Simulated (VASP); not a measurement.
# Arsenene and its bilayer

What are the lattice, gap and band positions of arsenene, and what does a second sheet change?

Method: PBE with D3(BJ); plane waves and PAW (As), in the first sound run; inputs show where later runs differ, in VASP 6.6.1.

## (1) The starting structure

The cell holds 2 atoms: 2 As. Its edges and angles: a = 3.610 Å, b = 3.610 Å, c = 22.000 Å, α = 90.0°, β = 90.0°, γ = 120.0°. Vacuum lies along c.

As a file:

```xyz
2
Lattice="3.6100 0.0000 0.0000 -1.8050 3.1264 0.0000 0.0000 0.0000 22.0000" Properties=species:S:1:pos:R:3
As    0.0000    2.0842   10.3000
As    1.8050    1.0421   11.7000
```

## (2) Relaxing the monolayer

The sheet's cell relaxes in its plane with the atoms, while the vacuum is kept.

The input, INCAR:

```
SYSTEM = As
PREC = Normal
ENCUT = 350
EDIFF = 1E-06
NELM = 120
ISMEAR = 0
SIGMA = 0.03
LREAL = .FALSE.
ALGO = Normal
GGA = PE
IVDW = 12
NBANDS = 11
LORBIT = 11
LWAVE = .FALSE.
LCHARG = .FALSE.
KPAR = 4
IBRION = 2
NSW = 50
ISIF = 3
EDIFFG = -0.015
POTIM = 0.4
IDIPOL = 3
LDIPOL = .TRUE.
DIPOL = 0.5 0.5 0.5
LATTICE_CONSTRAINTS = .TRUE. .TRUE. .FALSE.
```

The input, POSCAR:

```
As
1.0
    3.6100000000      0.0000000000      0.0000000000
   -1.8050000000      3.1263517077      0.0000000000
    0.0000000000      0.0000000000     22.0000000000
As
2
Direct
    0.3333333333      0.6666666667      0.4681818182
    0.6666666667      0.3333333333      0.5318181818
```

The input, KPOINTS:

```
Automatic mesh
0
Gamma
12 12 1
0 0 0
```

Potentials, in the order of the species: As (PBE family, release 64).

Run with:

```bash
$ mpirun -np 4 vasp_std
```

The log of the run:

```text
[banner, memory and clock lines left out]
running    4 mpi-ranks, on    1 nodes
 distrk:  each k-point on    1 cores,    4 groups
 distr:  one band on    1 cores,    1 groups

 POSCAR found type information on POSCAR As
 POSCAR found :  1 types and       2 ions
 LDA part: xc-table for (Slater+PW92), standard interpolation
 POSCAR, INCAR and KPOINTS ok, starting setup
 FFT: planning ... GRIDC
 FFT: planning ... GRID_SOFT
 FFT: planning ... GRID
 WAVECAR not read
 entering main loop
       N       E                     dE             d eps       ncg     rms          rms(c)
DAV:   1     0.512817910412E+02    0.51282E+02   -0.24000E+03   418   0.430E+02
DAV:   2    -0.495075246011E+01   -0.56233E+02   -0.51318E+02   672   0.891E+01
DAV:   3    -0.935100245706E+01   -0.44002E+01   -0.43877E+01   612   0.334E+01
DAV:   4    -0.939253127829E+01   -0.41529E-01   -0.41505E-01   552   0.363E+00
DAV:   5    -0.939280991355E+01   -0.27864E-03   -0.27863E-03   556   0.299E-01    0.324E+00
DAV:   6    -0.935164208045E+01    0.41168E-01   -0.19736E-02   502   0.736E-01    0.192E+00
DAV:   7    -0.932900673193E+01    0.22635E-01   -0.41054E-02   492   0.106E+00    0.122E-01
DAV:   8    -0.932894994208E+01    0.56790E-04   -0.14465E-03   606   0.199E-01    0.384E-02
DAV:   9    -0.932876915128E+01    0.18079E-03   -0.18718E-04   572   0.751E-02    0.204E-02
DAV:  10    -0.932875220760E+01    0.16944E-04   -0.83898E-05   518   0.376E-02    0.102E-02
DAV:  11    -0.932879014787E+01   -0.37940E-04   -0.16186E-05   565   0.172E-02    0.714E-03
DAV:  12    -0.932895231011E+01   -0.16216E-03   -0.53210E-05   502   0.256E-02    0.331E-03
DAV:  13    -0.932902298196E+01   -0.70672E-04   -0.31640E-06   572   0.846E-03    0.171E-03
DAV:  14    -0.932908338118E+01   -0.60399E-04   -0.15770E-06   554   0.463E-03    0.108E-03
DAV:  15    -0.932909762394E+01   -0.14243E-04   -0.20205E-07   604   0.145E-03    0.300E-04
DAV:  16    -0.932910415447E+01   -0.65305E-05   -0.13732E-07   526   0.112E-03    0.287E-04
DAV:  17    -0.932910637624E+01   -0.22218E-05   -0.47016E-08   446   0.550E-04    0.193E-04
DAV:  18    -0.932910641410E+01   -0.37862E-07   -0.60865E-10   377   0.105E-04
   1 F= -.97435030E+01 E0= -.97435030E+01  d E =-.974350E+01
 curvature:   0.00 expect dE= 0.000E+00 dE for cont linesearch  0.000E+00
 trial: gam= 0.00000 g(F)=  0.350E-03 g(S)=  0.888E-02 ort = 0.000E+00 (trialstep = 0.100E+01)
 search vector abs. value=  0.923E-02
 bond charge predicted
       N       E                     dE             d eps       ncg     rms          rms(c)
DAV:   1    -0.933036817571E+01   -0.12618E-02   -0.24078E-01   444   0.242E+00    0.341E-01
DAV:   2    -0.932695397467E+01    0.34142E-02   -0.66656E-03   465   0.470E-01    0.208E-01
DAV:   3    -0.932514288626E+01    0.18111E-02   -0.54939E-03   498   0.349E-01    0.584E-02
DAV:   4    -0.932513581525E+01    0.70710E-05   -0.87196E-05   477   0.590E-02    0.412E-02
DAV:   5    -0.932513829922E+01   -0.24840E-05   -0.10967E-05   557   0.188E-02    0.576E-03
DAV:   6    -0.932513851627E+01   -0.21706E-06   -0.10301E-06   580   0.473E-03
   2 F= -.97477581E+01 E0= -.97477581E+01  d E =-.425508E-02
[...]
3 F= -.97477956E+01 E0= -.97477956E+01  d E =-.429252E-02
[...]
4 F= -.97483058E+01 E0= -.97483058E+01  d E =-.510190E-03
 trial-energy change:   -0.000510  1 .order   -0.000518   -0.000840   -0.000195
 step:   1.3087(harm=  1.2793)  dis= 0.00490  next Energy=    -9.748338 (dE=-0.542E-03)
 bond charge predicted
       N       E                     dE             d eps       ncg     rms          rms(c)
DAV:   1    -0.932508902393E+01    0.28323E-03   -0.18192E-03   479   0.220E-01    0.210E-02
DAV:   2    -0.932507361501E+01    0.15409E-04   -0.63168E-05   514   0.428E-02    0.122E-02
DAV:   3    -0.932506571078E+01    0.79042E-05   -0.15058E-05   534   0.194E-02    0.360E-03
DAV:   4    -0.932506521596E+01    0.49483E-06   -0.12845E-06   348   0.623E-03
   5 F= -.97483354E+01 E0= -.97483354E+01  d E =-.539880E-03
 curvature:  -0.69 expect dE=-0.159E-06 dE for cont linesearch -0.125E-06
 trial: gam= 0.00000 g(F)=  0.733E-07 g(S)=  0.156E-06 ort =-0.130E-04 (trialstep = 0.105E+01)
 search vector abs. value=  0.229E-06
 reached required accuracy - stopping structural energy minimisation
```

Elapsed: 11 s, on 4 MPI ranks of Intel Xeon 6975P-C (Granite Rapids), shared host; peak memory 0.81 GiB.

The logs omit lines about the potential files and the build; timing stands in the text.

Parts of OUTCAR (step 2):

```text
ion  position               nearest neighbor table
   1  0.333  0.667  0.468-   2 2.51   2 2.51   2 2.51
   2  0.667  0.333  0.532-   1 2.51   1 2.51   1 2.51

  LATTYP: Found a hexagonal cell.
 ALAT       =     3.6100000000
 C/A-ratio  =     6.0941828255

 Subroutine GETGRP returns: Found 12 space group operations
 (whereof 12 operations were pure point group operations)

The static configuration has the point symmetry D_3d.

 Found     19 irreducible k-points:

   k-points           NKPTS =     19   k-points in BZ     NKDIM =     19   number of bands    NBANDS=     11

   dimension x,y,z NGX =    18 NGY =   18 NGZ =  108
   dimension x,y,z NGXF=    36 NGYF=   36 NGZF=  216

   ENCUT  =  350.0 eV  25.72 Ry    5.07 a.u.   5.51  5.51 33.56*2*pi/ulx,y,z

   NELECT =      10.0000    total number of electrons

 k-points in reciprocal lattice and weights: Automatic mesh
   0.00000000  0.00000000  0.00000000       0.007
   0.08333333 -0.00000000  0.00000000       0.042
   0.16666667 -0.00000000  0.00000000       0.042
   0.25000000 -0.00000000  0.00000000       0.042
   0.33333333  0.00000000  0.00000000       0.042
   0.41666667 -0.00000000  0.00000000       0.042
   0.50000000 -0.00000000  0.00000000       0.021
   0.08333333  0.08333333  0.00000000       0.042
   0.16666667  0.08333333  0.00000000       0.083
[...]
0.33333333  0.25000000  0.00000000       0.083
   0.33333333  0.33333333  0.00000000       0.014

 Edisp (eV)   -0.42293

 dipolmoment           0.000000      0.000000      0.000000 electrons x Angstroem

 average (electrostatic) potential at core
       1 -57.8461       2 -57.8461

 E-fermi :  -3.3837

 k-point     1 :       0.0000    0.0000    0.0000
  band No.  band energies     occupation
      1     -17.1927      2.00000
      2     -10.8405      2.00000
      3      -4.2502      2.00000
      4      -3.5176      2.00000
      5      -3.5176      2.00000
      6      -1.5031      0.00000
      7      -0.0278      0.00000
      8      -0.0278      0.00000
      9       1.2036      0.00000
     10       1.4255      0.00000
    ...

 k-point     2 :       0.0833   -0.0000    0.0000
  band No.  band energies     occupation
      1     -17.0983      2.00000
      2     -10.8214      2.00000
      3      -4.4336      2.00000
      4      -4.2012      2.00000
      5      -3.7320      2.00000
      6      -0.9021      0.00000
      7      -0.1302      0.00000
      8       0.1864      0.00000
      9       1.3448      0.00000
     10       1.5385      0.00000
    ...

 k-point     3 :       0.1667   -0.0000    0.0000
  band No.  band energies     occupation
      1     -16.8177      2.00000
      2     -10.8111      2.00000
      3      -5.8015      2.00000
      4      -4.2051      2.00000
      5      -4.0910      2.00000
      6      -1.2918      0.00000
      7       0.5693      0.00000
      8       0.5999      0.00000
      9       1.6884      0.00000
     10       1.8948      0.00000
    ...

 Edisp (eV)   -0.42327

  Total       0.00201     0.00201    -0.00495     0.00000     0.00000     0.00000
  in kB       0.01325     0.01325    -0.03260     0.00000     0.00000     0.00000
  external pressure =       -0.00 kB  Pullay stress =        0.00 kB

  energy-cutoff  :      350.00
  volume of cell :      243.20
      direct lattice vectors                 reciprocal lattice vectors
     3.572753389  0.000000000  0.000000000     0.279896173  0.161598131  0.000000000
    -1.786376694  3.094095196  0.000000000     0.000000000  0.323196261  0.000000000
     0.000000000  0.000000000 22.000000000     0.000000000  0.000000000  0.045454545

 POSITION                                       TOTAL-FORCE (eV/Angst)
 -----------------------------------------------------------------------------------
     -0.00000      2.06273     10.29748        -0.000000      0.000000      0.000974
      1.78638      1.03137     11.70252         0.000000     -0.000000     -0.000974
 -----------------------------------------------------------------------------------
    total drift:                                0.000000      0.000000      0.000000

  FREE ENERGIE OF THE ION-ELECTRON SYSTEM (eV)
  ---------------------------------------------------
  free  energy   TOTEN  =        -9.7483354467 eV

  energy  without entropy=       -9.7483354467  energy(sigma->0) =       -9.74833545

 reached required accuracy - stopping structural energy minimisation

 vacuum level on the upper side and lower side of the slab         1.726         1.726

 total charge
# of ion       s       p       d       tot
------------------------------------------
    1        1.295   1.377   0.043   2.715
    2        1.295   1.377   0.043   2.715
--------------------------------------------------
tot          2.590   2.754   0.086   5.429

[... 3 further parts left out ...]
```

The gap is read on the k-mesh alone, so it is an upper bound where the band edges lie off the mesh. The run keeps the 12 symmetry operations of its start, so it cannot find a distortion of lower symmetry.

Step by step:

| step | energy less that of the first step (eV) | largest force (eV/Å) | pressure (GPa) | volume (Å³) |
| --- | --- | --- | --- | --- |
| 1 | 0.0000 | 0.0674 | -0.23 | 248.29 |
| 2 | -0.0043 | 0.1198 | 0.04 | 243.72 |
| 3 | -0.0043 | 0.1035 | 0.02 | 244.10 |
| 4 | -0.0048 | 0.0249 | 0.01 | 243.42 |
| 5 | -0.0048 | 0.0010 | 0.00 | 243.20 |

| cell as run | before | after | change |
| --- | --- | --- | --- |
| a (Å) | 3.610 | 3.573 | -1.0 % |
| b (Å) | 3.610 | 3.573 | -1.0 % |

Final coordinates:

```
As
1.0
     3.57275    0.00000    0.00000
    -1.78638    3.09410    0.00000
     0.00000    0.00000   22.00000
As
2
Direct
  0.33333 0.66667 0.46807
  0.66667 0.33333 0.53193
```

Numbers from this step:

| Item | Value |
| --- | --- |
| electronic cycles | 38 |
| electrons | 10 |
| free energy (TOTEN) | -9.748 eV |
| Fermi energy | -3.384 eV |
| metallic | no |
| dipole moment | 0, 0, 0 e·Å |
| gap on the k-mesh | 1.520 eV |
| least direct gap on the k-mesh | 2.014 eV |

The run ended after 5 ionic steps, 0.005 eV below its first step, once forces and stress met EDIFFG = -0.015.

## (3) A second relaxation

The plane waves were chosen for the start cell, so the relaxation is repeated from its end.

Changes to INCAR since step 2:

```diff
@@ -17,3 +17,3 @@
 IBRION = 2
-NSW = 50
+NSW = 30
 ISIF = 3
```

The input, POSCAR:

```
As
1.0
    3.5727533889      0.0000000000      0.0000000000
   -1.7863766944      3.0940951963      0.0000000000
    0.0000000000      0.0000000000     22.0000000000
As
2
Direct
    0.3333333333      0.6666666667      0.4680671379
    0.6666666667      0.3333333333      0.5319328621
```

KPOINTS is that of step 2.

Run with:

```bash
$ mpirun -np 4 vasp_std
```

The log of the run:

```text
[... set-up lines as in an earlier step ...]
 entering main loop
       N       E                     dE             d eps       ncg     rms          rms(c)
DAV:   1     0.526281735603E+02    0.52628E+02   -0.23957E+03   418   0.432E+02
DAV:   2    -0.497354356497E+01   -0.57602E+02   -0.51558E+02   700   0.869E+01
DAV:   3    -0.933221694561E+01   -0.43587E+01   -0.43509E+01   550   0.333E+01
DAV:   4    -0.939159485476E+01   -0.59378E-01   -0.59369E-01   586   0.455E+00
DAV:   5    -0.939210296836E+01   -0.50811E-03   -0.50811E-03   586   0.359E-01    0.332E+00
DAV:   6    -0.934864736268E+01    0.43456E-01   -0.21438E-02   484   0.754E-01    0.196E+00
DAV:   7    -0.932489565030E+01    0.23752E-01   -0.44048E-02   497   0.109E+00    0.124E-01
DAV:   8    -0.932479013279E+01    0.10552E-03   -0.13652E-03   571   0.196E-01    0.348E-02
DAV:   9    -0.932460466798E+01    0.18546E-03   -0.15232E-04   631   0.663E-02    0.213E-02
DAV:  10    -0.932456643016E+01    0.38238E-04   -0.14154E-04   497   0.452E-02    0.145E-02
DAV:  11    -0.932460472152E+01   -0.38291E-04   -0.47901E-06   602   0.111E-02    0.838E-03
DAV:  12    -0.932478912902E+01   -0.18441E-03   -0.49062E-05   518   0.262E-02    0.371E-03
DAV:  13    -0.932486231257E+01   -0.73184E-04   -0.43968E-06   564   0.977E-03    0.261E-03
DAV:  14    -0.932492732754E+01   -0.65015E-04   -0.16312E-06   562   0.481E-03    0.798E-04
DAV:  15    -0.932494096809E+01   -0.13641E-04   -0.17049E-07   612   0.140E-03    0.440E-04
DAV:  16    -0.932495078228E+01   -0.98142E-05   -0.27267E-07   534   0.162E-03    0.243E-04
DAV:  17    -0.932495173920E+01   -0.95691E-06   -0.11949E-08   423   0.370E-04
   1 F= -.97482220E+01 E0= -.97482220E+01  d E =-.974822E+01
 curvature:   0.00 expect dE= 0.000E+00 dE for cont linesearch  0.000E+00
 trial: gam= 0.00000 g(F)=  0.498E-07 g(S)=  0.298E-06 ort = 0.000E+00 (trialstep = 0.100E+01)
 search vector abs. value=  0.348E-06
 reached required accuracy - stopping structural energy minimisation
```

Elapsed: 5.4 s, on 4 MPI ranks; peak memory 0.72 GiB.

OUTCAR, selected parts (step 3):

```text
  LATTYP: Found a hexagonal cell.
 ALAT       =     3.5727533889
 C/A-ratio  =     6.1577158021

The static configuration has the point symmetry D_3d.

 Found     19 irreducible k-points:

   dimension x,y,z NGX =    16 NGY =   16 NGZ =  108
   dimension x,y,z NGXF=    32 NGYF=   32 NGZF=  216

   ENCUT  =  350.0 eV  25.72 Ry    5.07 a.u.   5.45  5.45 33.56*2*pi/ulx,y,z

   NELECT =      10.0000    total number of electrons

 E-fermi :  -3.3804

 k-point     1 :       0.0000    0.0000    0.0000
  band No.  band energies     occupation
      1     -17.1903      2.00000
      2     -10.8383      2.00000
      3      -4.2481      2.00000
      4      -3.5151      2.00000
      5      -3.5151      2.00000
      6      -1.5008      0.00000
      7      -0.0252      0.00000
      8      -0.0252      0.00000
      9       1.2199      0.00000
     10       1.4403      0.00000
    ...

 k-point     2 :       0.0833    0.0000    0.0000
  band No.  band energies     occupation
      1     -17.0958      2.00000
      2     -10.8192      2.00000
      3      -4.4311      2.00000
      4      -4.1991      2.00000
      5      -3.7295      2.00000
      6      -0.8997      0.00000
      7      -0.1276      0.00000
      8       0.1889      0.00000
      9       1.3612      0.00000
     10       1.5532      0.00000
    ...

 Edisp (eV)   -0.42327

  Total       0.00278     0.00278    -0.00904     0.00000     0.00000     0.00000
  in kB       0.01830     0.01830    -0.05955     0.00000     0.00000     0.00000
  external pressure =       -0.01 kB  Pullay stress =        0.00 kB

 POSITION                                       TOTAL-FORCE (eV/Angst)
 -----------------------------------------------------------------------------------
     -0.00000      2.06273     10.29748        -0.000000      0.000000      0.000803
      1.78638      1.03137     11.70252         0.000000     -0.000000     -0.000803
 -----------------------------------------------------------------------------------
    total drift:                               -0.000000      0.000000      0.000000

  FREE ENERGIE OF THE ION-ELECTRON SYSTEM (eV)
  ---------------------------------------------------
  free  energy   TOTEN  =        -9.7482219700 eV

  energy  without entropy=       -9.7482219700  energy(sigma->0) =       -9.74822197

 vacuum level on the upper side and lower side of the slab         1.707         1.707

[... 6 parts as in an earlier step ...]

[... 7 further parts left out ...]
```

CONTCAR:

```
As
   1.00000000000000
     3.5727533888999998    0.0000000000000000    0.0000000000000000
    -1.7863766943999999    3.0940951963000001    0.0000000000000000
     0.0000000000000000    0.0000000000000000   22.0000000000000000
  As
     2
Direct
     0.3333333332999970    0.6666666667000030    0.4680671379000003
     0.6666666667000030    0.3333333332999970    0.5319328620999997
```

Little changed from the start: no atom moved by 0.005 Å and no cell edge by 0.1 %.

This step gave:

* electronic cycles: 17
* Fermi energy: -3.380 eV
* gap on the k-mesh: 1.519 eV

The start already met the threshold, so nothing moved.

(Part 1 of 5 ends here.)

[Lines on the potential files, build, host, timing and source positions are cut from VASP's logs without a mark.]

[Logs are printed without paths, hosts, clocks, repeated set-up lines and the standing remarks that a program may print on its own settings, such as how far it seeks lower states.]

[Hosts, paths, dates, database ids (printed as entryN), source tags and the programs' standing remarks are cut or masked in the printed files.]

[Runs that stopped without an error message from VASP are left out.]
